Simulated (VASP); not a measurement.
Method: PBEsol GGA, VASP's PBE PAW potentials (set 64) (plane waves; VASP).

VASP ran on this input.

### INCAR
```
ALGO = Normal
CSHIFT = 0.1
EDIFF = 1E-7
ENCUT = 520
GGA = PS
ISMEAR = 0
LASPH = .TRUE.
LCHARG = .FALSE.
LOPTICS = .TRUE.
LREAL = .FALSE.
LWAVE = .FALSE.
NBANDS = 90
NEDOS = 1001
NELM = 100
PREC = Accurate
SIGMA = 0.01
SYSTEM = Al2O3
```

File KPOINTS:
```
kpoints
0
G
  7 7 7
0 0 0
```

POSCAR:
```
Al2O3
1
    4.5528304562    -2.3870392077    -0.0010807279
    4.5528304562     2.3870392077    -0.0010807279
    3.3022465745     0.0000000000     3.9397194076
Al O
4 6
Direct
  0.8520018996   0.8520018996   0.8520018996
  0.3520018996   0.3520018996   0.3520018996
  0.1479981004   0.1479981004   0.1479981004
  0.6479981004   0.6479981004   0.6479981004
  0.4440511700   0.0559488300   0.7500000000
  0.0559488300   0.7500000000   0.4440511700
  0.5559488300   0.9440511700   0.2500000000
  0.2500000000   0.5559488300   0.9440511700
  0.9440511700   0.2500000000   0.5559488300
  0.7500000000   0.4440511700   0.0559488300
```

POTCAR, in this order: Al O (PBE.64 set). Program: vasp_std.

Question: What will the output report for the number of irreducible k-points (NKPTS), largest plane-wave count, number of space-group operations, FFT grid (NGX, NGY, NGZ)?

Answer: 
```yaml
number of irreducible k-points (NKPTS): 44
largest_plane_wave_count: 2329
number_of_space_group_operations: 12
FFT grid (NGX, NGY, NGZ): 40 × 40 × 40
```

The compound is Al2O3 in the corundum structure. It was relaxed first.
